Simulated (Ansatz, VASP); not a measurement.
# Te (Tellurium): VASP beside Ansatz, part 2 of 2

One calculation is typed for both programs; each brings its own data sets. How far apart do they land? The structure shown is the end of the Ansatz relaxation below.

VASP 6.6.1 and Ansatz 0.2.0.

So far: Set-up; Ansatz: relaxation, PBEsol; VASP: single point, PBEsol, pair 1; Differences.

## Step 6: VASP: single point, PBEsol, pair 2

Level of this step: PBEsol; plane waves and PAW (Te) (VASP).

The same cell, functional, mesh and smearing now go to VASP, with its own data sets.

INCAR

```
SYSTEM = Te
PREC = Accurate
ENCUT = 500
EDIFF = 1E-06
NELM = 120
ISMEAR = 1
SIGMA = 0.2
LREAL = .FALSE.
ALGO = Normal
GGA = PS
NBANDS = 15
LORBIT = 11
LWAVE = .FALSE.
LCHARG = .FALSE.
ISIF = 2
LASPH = .TRUE.
GGA_COMPAT = .FALSE.
KPAR = 2
```

POSCAR

```
Te
1.0
    4.2752019532      0.0000000000      0.0000000000
   -2.1376009765      3.7024334978      0.0000000000
    0.0000000000      0.0000000000      6.0781428944
Te
3
Direct
    0.2828392738      0.9999993220      0.3333333333
    0.9999993220      0.2828392738      0.6666666667
    0.7171593702      0.7171593702      1.0000000000
```

KPOINTS

```
Automatic mesh
0
Gamma
12 12 8
0 0 0
```

PAW data sets: Te (PBE family, release 64).

Started as:

```
$ mpirun -np 2 vasp_std
```

Numbers of over 12 decimals in the logs are rounded to 6 here.

Output:

```text
[banner, memory and clock lines left out]
running    2 mpi-ranks, on    1 nodes
[...]
[... a notice as in an earlier step ...]

 LDA part: xc-table for (Slater+PW92), standard interpolation
 POSCAR, INCAR and KPOINTS ok, starting setup
[...]
entering main loop
       N       E                     dE             d eps       ncg     rms          rms(c)
DAV:   1     0.706057308567E+02    0.70606E+02   -0.64572E+03  3930   0.937E+02
DAV:   2    -0.594722585561E+01   -0.76553E+02   -0.72794E+02  5253   0.139E+02
DAV:   3    -0.105196270540E+02   -0.45724E+01   -0.45472E+01  4756   0.384E+01
DAV:   4    -0.105963199323E+02   -0.76693E-01   -0.76678E-01  5658   0.585E+00
[...]
DAV:  10    -0.105738679340E+02    0.35332E-06   -0.10713E-05  5165   0.211E-02    0.773E-03
DAV:  11    -0.105738667164E+02    0.12176E-05   -0.30474E-06  4812   0.103E-02    0.296E-03
DAV:  12    -0.105738668135E+02   -0.97039E-07   -0.24488E-07  2742   0.313E-03
   1 F= -.10573867E+02 E0= -.10574944E+02  d E =0.323269E-02
```

From OUTCAR (step 6):

```text
  Total        0.0190275      0.0190275     -0.6665366      0.0000000      0.0000000      0.0000000
  in kB        0.3168670      0.3168670    -11.0999188      0.0000000      0.0000000      0.0000000
  external PRESSURE =      -3.4887282 kB  Pullay stress =       0.0000000 kB

 POSITION                                       TOTAL-FORCE (eV/Angst)
 -----------------------------------------------------------------------------------
     -0.92840      3.70243      2.02605         0.015419      0.000000     -0.000000
      3.67060      1.04719      4.05210        -0.007709      0.013353      0.000000
      1.53300      2.65523      0.00000        -0.007709     -0.013353     -0.000000
 -----------------------------------------------------------------------------------
    total drift:                                0.001387      0.002402      0.000000

  FREE ENERGIE OF THE ION-ELECTRON SYSTEM (eV)
  ---------------------------------------------------
  free  energy   TOTEN  =       -10.5738668135 eV

  energy  without entropy=      -10.5770995031  energy(sigma->0) =      -10.57494438

[... 3 further parts left out ...]
[key lines of the parts left out:]
E-fermi :   6.3852
```

The run ends at a pressure of -0.35 GPa, with forces up to 0.015 eV/Å.

## Step 7: Comparison

What differs besides the data sets and the points named for the pairs above, as far as they apply: the data sets hold 48 valence electrons in Ansatz (on its PAW soft_1 files) and 18 in VASP. Total energies have different zeros and are not compared.

Both answers:

| quantity | Ansatz | VASP | difference |
| --- | --- | --- | --- |
| pressure (GPa) | -0.40 | -0.35 | -0.05 |

At this near-relaxed geometry the largest component of a force difference is 15 meV/Å.

## Step 8: Ansatz: relaxation, PBEsol

This run makes the geometry at which the two programs are then compared.

The structure compared here is the end of the Ansatz relaxation.

input.yaml

```yaml
crystal:
  lattice:
    - [4.2752019532, 0.0, 0.0]
    - [-2.1376009765, 3.7024334978, 0.0]
    - [0.0, 0.0, 6.1377325306]
  atoms:
    - { symbol: Te, position: [0.2828399518, -6.78e-07, 0.3333342622] }
    - { symbol: Te, position: [-6.78e-07, 0.2828399518, 0.6666657378] }
    - { symbol: Te, position: [0.7171607262, 0.7171607262, 0.0] }
kpoints:
  mp_grid: { grid: [12, 12, 8] }
hamiltonian:
  xc: pbesol
  pseudopotentials: { kind: paw, azcp: { folder: soft_1 }, xc_functional: pbe }
scf:
  occupations: { method: methfessel_paxton, width: 0.2 }
output:
  forces: true
  stress: true
  eigenvalues: true
relax:
  adjacent_minimum: "off"
  f_tol: 0.001
  max_steps: 60
  cell: { stress_tol: 0.01, fix: [c, angles] }
```

Started as:

```
$ ansatz run input.yaml --threads 4 --pin off --max-ram 10240MiB --backend cpu --events-out ev --progress --plain --runs-dir out
```

Output:

```text
[...]
--- Relaxed structure (5 steps of the walk, 5 accepted, 1 SCFs on fresh bases) ---
[...]
cell:  # Å, volume = 96.2758 Å³
    - [4.255878, -5.74741893914771e-11, 0]
    - [-2.127939, 3.685699, 0]
    - [0, 0, 6.1377325306]
  atoms:
    - { symbol: Te, position: [0.282236, -6.94403066529145e-9, 0.333333] }
    - { symbol: Te, position: [-6.944030683797564e-9, 0.282236, 0.666667] }
    - { symbol: Te, position: [0.717764, 0.717764, 0] }
[key lines of the parts left out:]
SCF converged after 6 iterations
Free energy (F): -20704.786128 eV
Fermi energy:    9.499266 eV
P = ⅓ Tr σ = -0.6021 GPa (-6.021 kbar)
```

## Step 9: VASP: single point, PBEsol, pair 3

The same cell, functional, mesh and smearing now go to VASP, with its own data sets.

INCAR is that of step 6.

POSCAR

```
Te
1.0
    4.2558782571     -0.0000000001      0.0000000000
   -2.1279391285      3.6856986861      0.0000000000
    0.0000000000      0.0000000000      6.1377325306
Te
3
Direct
    0.2822358832      0.9999999931      0.3333333333
    0.9999999931      0.2822358832      0.6666666667
    0.7177641030      0.7177641030      0.0000000000
```

KPOINTS is that of step 6.

Started as:

```
$ mpirun -np 2 vasp_std
```

Output:

```text
[... set-up lines as in an earlier step ...]
 entering main loop
       N       E                     dE             d eps       ncg     rms          rms(c)
DAV:   1     0.711330449101E+02    0.71133E+02   -0.64062E+03  3930   0.933E+02
DAV:   2    -0.584832438959E+01   -0.76981E+02   -0.72961E+02  5291   0.140E+02
DAV:   3    -0.105093722186E+02   -0.46610E+01   -0.46315E+01  4630   0.389E+01
DAV:   4    -0.105880012828E+02   -0.78629E-01   -0.78614E-01  5732   0.593E+00
[...]
DAV:  10    -0.105652725075E+02    0.12123E-05   -0.10836E-05  5134   0.211E-02    0.715E-03
DAV:  11    -0.105652715067E+02    0.10008E-05   -0.23821E-06  4539   0.912E-03    0.273E-03
DAV:  12    -0.105652715953E+02   -0.88609E-07   -0.22978E-07  2784   0.299E-03
   1 F= -.10565272E+02 E0= -.10566525E+02  d E =0.376083E-02
```

Parts of OUTCAR (step 9):

```text
  Total        0.0161059      0.0161059     -1.0410320     -0.0000000     -0.0000000     -0.0000000
  in kB        0.2680268      0.2680268    -17.3243792     -0.0000000     -0.0000000     -0.0000000
  external PRESSURE =      -5.5961085 kB  Pullay stress =       0.0000000 kB

 POSITION                                       TOTAL-FORCE (eV/Angst)
 -----------------------------------------------------------------------------------
     -0.92678      3.68570      2.04591         0.013253     -0.000000      0.000000
      3.65530      1.04024      4.09182        -0.006627      0.011478     -0.000000
      1.52736      2.64546      0.00000        -0.006627     -0.011478      0.000000
 -----------------------------------------------------------------------------------
    total drift:                                0.000014      0.000024      0.000000

  FREE ENERGIE OF THE ION-ELECTRON SYSTEM (eV)
  ---------------------------------------------------
  free  energy   TOTEN  =       -10.5652715953 eV

  energy  without entropy=      -10.5690324291  energy(sigma->0) =      -10.56652521

[... 1 part as in an earlier step ...]

[... 2 further parts left out ...]
[key lines of the parts left out:]
E-fermi :   6.3310
```

The run ends at a pressure of -0.56 GPa, with forces up to 0.013 eV/Å.

## Step 10: Comparison

What differs besides the data sets and the points named for the pairs above, as far as they apply: the data sets hold 48 valence electrons in Ansatz (on its PAW soft_1 files) and 18 in VASP. Total energies have different zeros and are not compared.

Both answers:

| quantity | Ansatz | VASP | difference |
| --- | --- | --- | --- |
| pressure (GPa) | -0.60 | -0.56 | -0.04 |

At this near-relaxed geometry the largest component of a force difference is 13 meV/Å.

## Step 11: Outcome

| Property | Result |
| --- | --- |
| difference in pressure (single point, PBEsol, pair 1) | -0.050 GPa |
| r.m.s. force difference (single point, PBEsol, pair 1) | 9.9 meV/Å |
| difference in pressure (single point, PBEsol, pair 2) | -0.046 GPa |
| r.m.s. force difference (single point, PBEsol, pair 2) | 8.8 meV/Å |
| difference in pressure (single point, PBEsol, pair 3) | -0.042 GPa |
| r.m.s. force difference (single point, PBEsol, pair 3) | 7.6 meV/Å |

What this shows: The r.m.s. force difference is 9.9 meV/Å (single point, PBEsol, pair 1), within the 12 meV/Å picked in this series as the mark of a large difference. The data sets hold unlike numbers of valence electrons (48 in Ansatz and 18 in VASP), so part of the differences comes from the potentials. 3 further runs of this series are not shown here. Such differences can come from data sets, numerical settings and the points named under the comparisons, not from the functional's error against experiment.

[Lines on the potential files, build, host, timing and source positions are cut from VASP's logs without a mark.]

[Logs are printed without paths, hosts, clocks, repeated set-up lines and the standing remarks that a program may print on its own settings, such as how far it seeks lower states.]

[Hosts, paths, dates, database ids (printed as entryN), source tags and the programs' standing remarks are cut or masked in the printed files.]
